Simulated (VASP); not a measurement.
**LiP2: relaxation of cell and atoms with PBE**

The system is LiP2.

```
Li P
1.0
     5.96673    0.00000    0.00000
     0.00000    5.96673    0.00000
     0.00000    0.00000    2.36478
Li P
2 4
Direct
  0.50000 0.50000 0.00000
  0.00000 0.00000 0.00000
  0.86318 0.63682 0.00000
  0.13682 0.36318 0.00000
  0.63682 0.13682 0.00000
  0.36318 0.86318 0.00000
```

The cell was built by a generator and needn't be a form met in nature.

```yaml
Program: VASP 6.6.1
Task: relaxation of cell and atoms
Functional: PBE
Potentials_or_basis: VASP PAW PBE potentials, release 64 (Li_sv, P)
Cutoff: 600 eV
k_mesh: 4 × 4 × 8
Occupations: gaussian, width 0.1 eV
Spin: no spin polarisation
Dipole_correction: no
Further_INCAR_settings: ALGO = Normal; EDIFF = 1e-06; IBRION = 2; EDIFFG = -0.04; NSW = 90; ISIF = 3
```

| Item | Value |
| --- | --- |
| Relaxed volume | 17.37 Å³/atom |
| Relaxed cell | a = 6.373 Å, b = 6.373 Å, c = 2.566 Å, α = 90.00°, β = 90.00°, γ = 90.00° |
| Space group after relaxing (to 0.05 Å) | P4/mbm (No. 127) |
| Energy gained by relaxing | 182.4 meV/atom |
| Ionic steps | 7 |
| Pressure after relaxing | 0.1 GPa |
| Largest force after relaxing | 0.014 eV/Å |
| Band gap on the k mesh | none (metal or under the smearing width) |

Forces on the atoms (eV/Å):
```
Li   0.000  0.000  0.000
Li   0.000  0.000  0.000
P    0.010 -0.010  0.000
P   -0.010  0.010  0.000
P   -0.010 -0.010  0.000
P    0.010  0.010  0.000
```

Stress tensor (GPa, compression positive):
```
0.06 0.00 0.00
0.00 0.06 0.00
0.00 0.00 0.20
```

The path:
```csv
step,energy change (eV),largest force (eV/Å),pressure (GPa),volume (Å³)
1,0.0000,1.5414,9.40,84.19
2,-0.8138,1.1454,1.94,94.55
3,-0.9324,0.5878,0.06,100.29
4,-1.0727,0.0366,0.83,102.29
5,-1.0821,0.3093,1.23,102.95
6,-1.0775,0.3554,-1.09,105.73
7,-1.0941,0.0138,0.10,104.21
```

Final structure:
```yaml
crystal:
  lattice:
    - [6.37329, 0.00000, 0.00000]
    - [0.00000, 6.37329, 0.00000]
    - [0.00000, 0.00000, 2.56561]
  atoms:
    - { symbol: Li, position: [0.50000, 0.50000, 0.00000] }
    - { symbol: Li, position: [0.00000, 0.00000, 0.00000] }
    - { symbol: P, position: [0.88275, 0.61725, 0.00000] }
    - { symbol: P, position: [0.11725, 0.38275, 0.00000] }
    - { symbol: P, position: [0.61725, 0.11725, 0.00000] }
    - { symbol: P, position: [0.38275, 0.88275, 0.00000] }
```

Levels at points of the mesh, in eV from the Fermi level:
```csv
k point,band 11,band 12,band 13,band 14,band 15,band 16
"(0.00, 0.00, 0.00)",-2.96,0.68,3.62,3.62,4.65,5.09
"(0.50, 0.00, 0.00)",-1.35,-1.35,1.93,1.93,5.66,5.69
"(0.50, 0.50, 0.00)",-1.52,-1.52,3.35,3.35,4.07,4.07
"(0.00, 0.00, 0.50)",-1.26,-0.96,-0.84,-0.84,0.77,2.32
"(0.50, 0.00, 0.50)",-1.96,-1.96,0.21,0.21,1.77,1.77
"(0.50, 0.50, 0.50)",-1.24,-1.24,-0.44,-0.44,1.50,1.50
```

It took 2.8 min on 1 thread of Intel(R) Xeon(R) Platinum 8259CL CPU @ 2.50GHz (Skylake/Cascade Lake) (shared host), peak memory 0.22 GiB.

Caveat: the cutoff is under 1.25 times the usual one of these potentials, so pressure, stress and relaxed cells hold a basis-set (Pulay) error; the volume moved by over 15 % at a fixed basis, so the end points are rough.
